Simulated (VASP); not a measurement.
Consider the following.

```yaml
crystal:
  lattice:
    - [0.00000, 2.68306, 2.68306]
    - [2.68306, 0.00000, 2.68306]
    - [2.68306, 2.68306, 0.00000]
  atoms:
    - { symbol: Zn, position: [0.00000, 0.00000, 0.00000] }
    - { symbol: S, position: [0.25000, 0.25000, 0.25000] }
```

All values below come from SCAN meta-GGA, VASP's PBE PAW potentials (set 64) (plane waves; VASP). Numerical set-up: 400 eV cut-off, 10×10×10 Γ-centred mesh, tetrahedra with Blöchl corrections, potentials Zn S.

Task: Give the energies of bands 2 to 12 at the high-symmetry points, in eV from the valence-band maximum.

Result: 
| band | Γ | X | U | L | W |
|---|---|---|---|---|---|
| 2 | -6.59 | -6.60 | -6.48 | -6.45 | -6.43 |
| 3 | -6.59 | -6.21 | -6.27 | -6.45 | -6.27 |
| 4 | -6.59 | -6.21 | -6.13 | -5.97 | -6.08 |
| 5 | -6.00 | -5.92 | -5.96 | -5.97 | -6.06 |
| 6 | -6.00 | -5.79 | -5.65 | -5.81 | -5.59 |
| 7 | 0.00 | -4.71 | -4.80 | -5.55 | -4.76 |
| 8 | 0.00 | -2.36 | -3.29 | -0.92 | -2.92 |
| 9 | 0.00 | -2.36 | -1.92 | -0.92 | -2.87 |
| 10 | 2.71 | 3.66 | 4.47 | 3.81 | 6.03 |
| 11 | 6.86 | 4.45 | 6.46 | 7.37 | 6.66 |
| 12 | 6.86 | 11.85 | 10.01 | 7.37 | 8.49 |

The gap is direct, 2.72 eV, from the valence maximum at Γ to the conduction minimum at Γ.

The structure comes from a measured ZnS entry (F-43m) of the Crystallography Open Database, whose conditions weren't checked. It was relaxed first.
